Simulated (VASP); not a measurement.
Here is a VASP 6.6.1 calculation.

The input INCAR:

```
ALGO = Normal
EDIFF = 1E-7
ENCUT = 520
GGA = PE
ISIF = 2
ISMEAR = 0
LASPH = True
LCHARG = False
LREAL = False
LWAVE = False
NBANDS = 20
NELM = 100
PREC = Accurate
SIGMA = 0.05
```

KPOINTS

```
k-points
0
Gamma
  6 6 4
```

File POSCAR:

```
Tl
1.0
    3.5086533647      0.0000000000      0.0000000000
   -1.7543266824      3.0385829469      0.0000000000
    0.0000000000      0.0000000000      5.8333509377
Tl
2
Direct
    0.3333333333      0.6666666667      0.7500000000
    0.6666666667      0.3333333333      0.2500000000
```

Potentials or basis: VASP PAW PBE potentials, release 64 (Tl_d).

The run is started by

```sh
$ cat potpaw_PBE.64/Tl_d/POTCAR > POTCAR
$ mpirun -np 1 vasp_std > vasp.out
```

(1) What does it give for the band gap on the k mesh?

(2) Estimate the pressure.

## Answers

(1) none (metal or under the smearing width).

(2) 0.0 GPa.
